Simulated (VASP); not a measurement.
Runs of VASP 6.6.1 on N2. The cell holds a molecule in a box, 2 atoms: a = 10.000 Å, b = 10.500 Å, c = 11.000 Å, α = 90.00°, β = 90.00°, γ = 90.00°. 

```csv
task,level,potentials or basis,cell,cutoff (eV),gap on the mesh (eV)
relaxation of the atoms,PBEsol,"VASP PAW PBE potentials, release 64 (N)",atoms relaxed,520,8.05
relaxation of the atoms,PBE,"VASP PAW PBE potentials, release 64 (N)",atoms relaxed,520,8.07
single point,PBEsol,"VASP PAW PBE potentials, release 64 (N)",as given,520,8.19
relaxation of the atoms,PBE+D3(BJ),"VASP PAW PBE potentials, release 64 (N)",atoms relaxed,520,8.07
relaxation of the atoms,PBEsol,"VASP PAW PBE potentials, release 64 (N_s)",atoms relaxed,400,(a)
relaxation of the atoms,PBEsol,"VASP PAW PBE potentials, release 64 (N)",atoms relaxed,500,8.04
relaxation of the atoms,LDA,"VASP PAW LDA potentials, release 64 (N)",atoms relaxed,520,8.09
relaxation of the atoms,RPBE,"VASP PAW PBE potentials, release 64 (N)",atoms relaxed,520,8.05
```

Alike in all rows: no spin polarisation; k mesh 1 × 1 × 1; smearing gaussian 0.02 eV.

Task: Estimate the missing entries.

Result: (a) 7.25.

Caveats: the standard files for N, O and F lose accuracy on very short bonds.

A k mesh can miss the band edges.

Not every run made on this cell is shown here.
